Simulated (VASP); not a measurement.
Input for VASP

### POSCAR
```
TiC
1
    0.0000000000     2.1463020100     2.1463020100
    2.1463020100     0.0000000000     2.1463020100
    2.1463020100     2.1463020100     0.0000000000
Ti C
1 1
Direct
  0.0000000000   0.0000000000   0.0000000000
  0.5000000000   0.5000000000   0.5000000000
```

### INCAR
```
IVDW = 12   # D3, Becke-Johnson
LWAVE = .False.
NEDOS = 601   # DOS grid
ISIF = 2
LORBIT = 11
SYSTEM = TiC
NELM = 100   # most electronic steps
LASPH = .True.
LCHARG = .True.
GGA = PE   # PBE
LREAL = .False.
LMAXMIX = 4
EDIFF = 1E-7
ALGO = Normal   # blocked Davidson
ENCUT = 520
PREC = Accurate
ISMEAR = -5
```

KPOINTS:
```
kpoints
0
gamma
  16 16 16
```

POTCAR, in this order: Ti_sv C (PBE.64 set). Program: vasp_std.

Question: Write an equivalent input for Quantum ESPRESSO's pw.x.

Answer: One equivalent input (not run):
```
&CONTROL
  calculation = 'scf'
  pseudo_dir = './pseudo'
  outdir = './out'
  tprnfor = .true.
  tstress = .true.
/
&SYSTEM
  ibrav = 0
  nat = 2
  ntyp = 2
  ecutwfc = 84
  occupations = 'tetrahedra'
  input_dft = 'pbe'
  vdw_corr = 'grimme-d3'
  dftd3_version = 4
  dftd3_threebody = .false.
/
&ELECTRONS
  conv_thr = 7.3e-09
  electron_maxstep = 100
/
ATOMIC_SPECIES
  Ti 47.867 Ti.upf
  C 12.011 C.upf
CELL_PARAMETERS angstrom
     0.0000000    2.1463020    2.1463020
     2.1463020    0.0000000    2.1463020
     2.1463020    2.1463020    0.0000000
ATOMIC_POSITIONS crystal
  Ti   0.0000000  0.0000000  0.0000000
  C    0.5000000  0.5000000  0.5000000
K_POINTS automatic
  16 16 16 0 0 0
```
Limits of the translation: the potentials are each code's own (VASP's PAW set, PseudoDojo norm-conserving files in pw.x), so ENCUT and ecutwfc are chosen apart and not converted; conv_thr bounds pw.x's estimated SCF error, while EDIFF bounds the energy change between steps.

The compound is TiC in the rock salt structure. It was relaxed first.
